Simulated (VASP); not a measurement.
Computed with TPSS meta-GGA, VASP's PBE PAW potentials (set 64) (plane waves; VASP 6.6.1).

Input for VASP

KPOINTS:
```
Automatic
0
gamma
  7 7 7
0 0 0
```

**POSCAR**
```
ZnSe
1.0
  0.0000000000   2.8350000000   2.8350000000
  2.8350000000   0.0000000000   2.8350000000
  2.8350000000   2.8350000000   0.0000000000
Zn Se
1 1
Cartesian
  0.0000000000   0.0000000000   0.0000000000
  1.4175000000   1.4175000000   1.4175000000
```

### INCAR
```
ALGO = Normal
EDIFF = 1E-6
EDIFFG = -0.01
ENCUT = 520
IBRION = 2
ISIF = 3
ISMEAR = 0
LASPH = .TRUE.
LCHARG = .FALSE.
LMAXMIX = 4
LMIXTAU = .TRUE.
LREAL = .FALSE.
LWAVE = .FALSE.
METAGGA = TPSS
NELM = 100
NSW = 60
PREC = Accurate
SIGMA = 0.05
SYSTEM = ZnSe
```

POTCAR, in this order: Zn Se (PBE.64 set). Program: vasp_std.

The run wrote:

OUTCAR:
```
 ion  position               nearest neighbor table
   1  0.000  0.000  0.000-   2 2.46   2 2.46   2 2.46   2 2.46
   2  0.250  0.250  0.250-   1 2.46   1 2.46   1 2.46   1 2.46
  LATTYP: Found a face centered cubic cell.
 ALAT       =     5.6700000000
 Subroutine PRICEL returns:
 Original cell was already a primitive cell.
 Subroutine GETGRP returns: Found 24 space group operations
The static configuration has the point symmetry T_d .
The dynamic configuration has the point symmetry T_d .
 Subroutine INISYM returns: Found 24 space group operations
 Subroutine IBZKPT returns following result:
 Found     20 irreducible k-points:

 Following reciprocal coordinates:
            Coordinates               Weight
  0.000000  0.000000  0.000000      1.000000
  0.142857  0.000000  0.000000      8.000000
  0.285714  0.000000  0.000000      8.000000
  0.428571  0.000000  0.000000      8.000000
  0.142857  0.142857  0.000000      6.000000
  0.285714  0.142857  0.000000     24.000000
  0.428571  0.142857  0.000000     24.000000
 -0.428571  0.142857  0.000000     24.000000
 -0.285714  0.142857  0.000000     24.000000
...
```

OSZICAR:
```
       N       E                     dE             d eps       ncg     rms          rms(c)
DAV:   1     0.144360700265E+03    0.14436E+03   -0.15712E+05   520   0.519E+05
DAV:   2    -0.624109303739E+02   -0.20677E+03   -0.19488E+03   848   0.390E+02
DAV:   3    -0.358386197656E+03   -0.29598E+03   -0.31592E+03   771   0.118E+02
DAV:   4    -0.234542466964E+02    0.33493E+03   -0.17972E+02   732   0.100E+02
DAV:   5    -0.207365725768E+03   -0.18391E+03   -0.18357E+03   728   0.299E+00    0.109E+01
DAV:   6    -0.221364159982E+02    0.18523E+03   -0.11621E+02   605   0.604E+01    0.305E+00
DAV:   7    -0.221463790457E+02   -0.99630E-02   -0.55848E-01   560   0.824E+00    0.178E+00
DAV:   8    -0.220300216546E+02    0.11636E+00   -0.28940E-01   555   0.948E+00    0.631E-01
DAV:   9    -0.221641078267E+02   -0.13409E+00   -0.50754E-02   609   0.466E+00    0.339E-01
DAV:  10    -0.221526789305E+02    0.11429E-01   -0.13760E-02   575   0.207E+00    0.124E-01
DAV:  11    -0.221656950145E+02   -0.13016E-01   -0.14171E-02   520   0.133E+00    0.936E-02
DAV:  12    -0.221680389171E+02   -0.23439E-02   -0.46206E-03   520   0.924E-01    0.460E-02
DAV:  13    -0.221681947162E+02   -0.15580E-03   -0.24754E-04   640   0.163E-01    0.419E-02
DAV:  14    -0.221447772868E+02    0.23417E-01   -0.92101E+02   520   0.307E+04    0.496E-02
DAV:  15    -0.221665665159E+02   -0.21789E-01   -0.19481E-01   520   0.646E+00    0.380E-02
DAV:  16    -0.221684971779E+02   -0.19307E-02   -0.56166E-04   520   0.328E-01    0.117E-02
DAV:  17    -0.221684978079E+02   -0.62991E-06   -0.13112E-05   600   0.417E-02    0.912E-03
DAV:  18    -0.221685095145E+02   -0.11707E-04   -0.43172E-06   535   0.302E-02    0.615E-03
DAV:  19    -0.221685124700E+02   -0.29555E-05   -0.49037E-06   520   0.273E-02    0.255E-03
DAV:  20    -0.221685148541E+02   -0.23842E-05   -0.54526E-07   405   0.858E-03    0.169E-03
DAV:  21    -0.221685149034E+02   -0.49298E-07   -0.20114E-08   285   0.228E-03
   1 F= -.22168515E+02 E0= -.22168515E+02  d E =-.221685E+02
       N       E                     dE             d eps       ncg     rms          rms(c)
DAV:   1    -0.222892864123E+02   -0.12077E+00   -0.17991E+00   615   0.293E+01    0.243E+00
DAV:   2    -0.221839666424E+02    0.10532E+00   -0.29527E-01   615   0.142E+01    0.940E-01
DAV:   3    -0.221749994220E+02    0.89672E-02   -0.18122E-02   530   0.179E+00    0.423E-01
DAV:   4    -0.221700845812E+02    0.49148E-02   -0.47277E-03   721   0.107E+00    0.163E-01
DAV:   5    -0.221597457485E+02    0.10339E-01   -0.13319E-02   520   0.214E+00    0.129E-01
DAV:   6    -0.221711006695E+02   -0.11355E-01   -0.93526E-03   520   0.204E+00    0.391E-02
DAV:   7    -0.221715034188E+02   -0.40275E-03   -0.96089E-04   565   0.676E-01    0.233E-02
DAV:   8    -0.221716483251E+02   -0.14491E-03   -0.74626E-05   585   0.181E-01    0.453E-03
DAV:   9    -0.221716485860E+02   -0.26090E-06   -0.14797E-05   565   0.627E-02    0.257E-03
DAV:  10    -0.221716488240E+02   -0.23805E-06   -0.42220E-06   525   0.263E-02
   2 F= -.22171649E+02 E0= -.22171649E+02  d E =-.313392E-02
       N       E                     dE             d eps       ncg     rms          rms(c)
DAV:   1    -0.221812139665E+02   -0.95654E-02   -0.13407E-01   620   0.769E+00    0.680E-01
DAV:   2    -0.221729556738E+02    0.82583E-02   -0.25417E-02   615   0.466E+00    0.252E-01
DAV:   3    -0.221723533284E+02    0.60235E-03   -0.12373E-03   525   0.466E-01    0.117E-01
DAV:   4    -0.221720023142E+02    0.35101E-03   -0.39294E-04   680   0.360E-01    0.488E-02
DAV:   5    -0.221713117217E+02    0.69059E-03   -0.90723E-04   520   0.576E-01    0.393E-02
DAV:   6    -0.221720503397E+02   -0.73862E-03   -0.69984E-04   520   0.571E-01    0.104E-02
DAV:   7    -0.221720880080E+02   -0.37668E-04   -0.81003E-05   530   0.195E-01    0.725E-03
DAV:   8    -0.221721055562E+02   -0.17548E-04   -0.55769E-06   595   0.517E-02    0.207E-03
DAV:   9    -0.221721065492E+02   -0.99297E-06   -0.23088E-06   441   0.289E-02
   3 F= -.22172107E+02 E0= -.22172107E+02  d E =-.359165E-02
```

### OUTCAR
```
------------------------ aborting loop because EDIFF is reached ----------------------------------------
  FORCE on cell =-STRESS in cart. coord.  units (eV):
  Direction    XX          YY          ZZ          XY          YZ          ZX
  --------------------------------------------------------------------------------------
  Total        0.0142507      0.0142507      0.0142507      0.0000000     -0.0000000     -0.0000000
  in kB        0.4913051      0.4913051      0.4913051      0.0000000     -0.0000000     -0.0000000
  external PRESSURE =       0.4913051 kB  Pullay stress =       0.0000000 kB
  volume of cell :       46.47
      direct lattice vectors                 reciprocal lattice vectors
    -0.000000000  2.853567534  2.853567534    -0.175219263  0.175219263  0.175219263
     2.853567534 -0.000000000  2.853567534     0.175219263 -0.175219263  0.175219263
     2.853567534  2.853567534 -0.000000000     0.175219263  0.175219263 -0.175219263
  FREE ENERGIE OF THE ION-ELECTRON SYSTEM (eV)
  ---------------------------------------------------
  free  energy   TOTEN  =       -22.1721065492 eV

  energy  without entropy=      -22.1721065492  energy(sigma->0) =      -22.17210655

 reached required accuracy - stopping structural energy minimisation
```
(Selected blocks of OUTCAR.)

### CONTCAR
```
ZnSe
   1.00000000000000
    -0.0000000000000000    2.8535675342284912    2.8535675342284912
     2.8535675342284912   -0.0000000000000000    2.8535675342284912
     2.8535675342284912    2.8535675342284912   -0.0000000000000000
  Zn              Se
     1     1
Direct
     0.0000000000000000    0.0000000000000000    0.0000000000000000
     0.2500000000000000    0.2500000000000000    0.2500000000000000
```

### OUTCAR
```
 val. band max:        1.3363155245   @ k =   0.0000   0.0000   0.0000

 cond. band min:       2.7511522160   @ k =   0.0000   0.0000   0.0000


 Fermi energy:         1.5538562091

 k-point     1 :       0.0000    0.0000    0.0000
  band No.  band energies     occupation
      1     -11.9435      2.00000
      2      -5.2505      2.00000
      3      -5.2505      2.00000
      4      -5.2505      2.00000
      5      -4.9098      2.00000
      6      -4.9098      2.00000
      7       1.3363      2.00000
      8       1.3363      2.00000
      9       1.3363      2.00000
     10       2.7512      0.00000
     11       7.3691      0.00000
     12       7.3691      0.00000
     13       7.3692      0.00000

 k-point     2 :       0.1429    0.0000    0.0000
  band No.  band energies     occupation
      1     -11.8165      2.00000
      2      -5.2371      2.00000
      3      -5.2313      2.00000
      4      -5.2313      2.00000
      5      -4.9110      2.00000
      6      -4.9110      2.00000
      7      -0.1907      2.00000
      8       1.1515      2.00000
      9       1.1515      2.00000
     10       3.8552      0.00000
     11       7.3033      0.00000
     12       7.6792      0.00000
     13       7.6793      0.00000

 k-point     3 :       0.2857    0.0000    0.0000
  band No.  band energies     occupation
      1     -11.5049      2.00000
      2      -5.1934      2.00000
      3      -5.1934      2.00000
      4      -5.1427      2.00000
      5      -4.9068      2.00000
      6      -4.9068      2.00000
      7      -2.1017      2.00000
      8       0.7889      2.00000
      9       0.7889      2.00000
     10       4.2149      0.00000
     11       8.0200      0.00000
     12       8.0200      0.00000
     13       8.4398      0.00000

 k-point     4 :       0.4286    0.0000    0.0000
  band No.  band energies     occupation
      1     -11.2217      2.00000
      2      -5.1705      2.00000
      3      -5.1704      2.00000
...
```

The compound is ZnSe in the zinc blende structure. This run relaxes it. Symmetry was kept, so distortions that lower it aren't found.
